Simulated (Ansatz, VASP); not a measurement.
One calculation of Lu2ScN3, two programs

```xyz
6
Lattice="2.3270 -5.1662 0.0000 2.3270 5.1662 0.0000 0.0000 0.0000 3.6373" Properties=species:S:1:pos:R:3 pbc="T T T"
Lu    2.3270   -1.6146    1.8186
Lu    2.3270    1.6146    1.8186
Sc    0.0000    0.0000    0.0000
N     2.3270    3.6387    1.8186
N     2.3270   -3.6387    1.8186
N     2.3270    0.0000    0.0000
```

Change from the starting cell: species swapped into the Li2BiO3 type (Cmmm, No. 65).

Alike in both runs: task single point; functional PBE; k mesh 4 × 4 × 6; occupations gaussian, width 0.1 eV; no spin polarisation.

```csv
,VASP,Ansatz
version,VASP 6.6.1,Ansatz 0.2.0
potentials or method,"VASP PAW PBE potentials, release 64 (Lu, Sc_sv, N)","scalar-relativistic, plane waves, PAW"
plane-wave cutoff (eV),520,420
valence electrons in the cell,76,76
```

|  | VASP | Ansatz | Ansatz less VASP |
| --- | --- | --- | --- |
| gap on the k mesh at the Fermi level (eV) | 0.19 | 0.19 | -0.003 |
| least direct gap on the mesh (eV) | 0.20 | 0.19 | -0.009 |
| pressure (GPa) | 1.8 | 1.0 | -0.87 |
| largest component of the traceless stress (GPa) | 13.34 | 12.94 | -0.402 |
| rms of the force components (eV/Å) | 1.531 | 1.487 | -0.0438 |

Atom by atom the forces differ by 0.047 eV/Å (rms over components).

Caveats: spin-orbit coupling is left out, which moves the levels of the heavy elements; forces of over 1 eV/Å show positions far from the minimum, so gaps and moduli don't describe the material at rest.
